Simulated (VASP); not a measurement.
Set up this calculation in VASP 6.6.1, as the native input.

- Task: single point
- Functional: r2SCAN
- Potentials or basis: VASP PAW PBE potentials, release 64 (Sn_d, Ge_d)
- Cutoff: 520 eV
- k mesh: 10 × 10 × 8
- Occupations: gaussian, width 0.1 eV
- Spin: no spin polarisation
- Further INCAR settings: ALGO = Normal; EDIFF = 1e-06

The structure of Sn2Ge lies in POSCAR:

```
Sn2Ge
1.0
    4.0984720000      0.0000000000      0.0000000000
   -2.0492360000      3.5493810000      0.0000000000
    0.0000000000      0.0000000000      5.4043800000
Sn Ge
2 1
Direct
    0.3333330000      0.6666670000      0.2017490000
    0.6666670000      0.3333330000      0.7982510000
    0.0000000000      0.0000000000      0.5000000000
```

The cell was built by a generator and needn't be a form met in nature.

These files were run (other wordings do the same):

INCAR

```
  PREC = Accurate
  ENCUT = 520
  EDIFF = 1E-6
  ISMEAR = 0
  SIGMA = 0.1
  LREAL = F
  LASPH = T
  NELM = 150
  ALGO = Normal
  ISIF = 2
  LWAVE = F
  LCHARG = F
  METAGGA = R2SCAN
  LMIXTAU = T
  KPAR = 2
```

KPOINTS

```
Automatic mesh
0
Gamma
  10 10 8
```

Potentials or basis: VASP PAW PBE potentials, release 64 (Sn_d, Ge_d).

Launch:

```sh
$ cat potpaw_PBE.64/Sn_d/POTCAR potpaw_PBE.64/Ge_d/POTCAR > POTCAR
$ mpirun -np 2 vasp_std > vasp.out
```

It gave:

| Quantity | Value |
| --- | --- |
| Pressure | -1.8 GPa |
| Largest force | 0.098 eV/Å |
| Band gap on the k mesh | none (metal or under the smearing width) |

Caveat: the PAW data sets were made with another functional, which shifts forces and pressure a little.

It took 2.9 min on 2 MPI ranks on Intel(R) Xeon(R) 6975P-C (Granite Rapids), on a shared host, peak memory 0.3 GiB a rank.
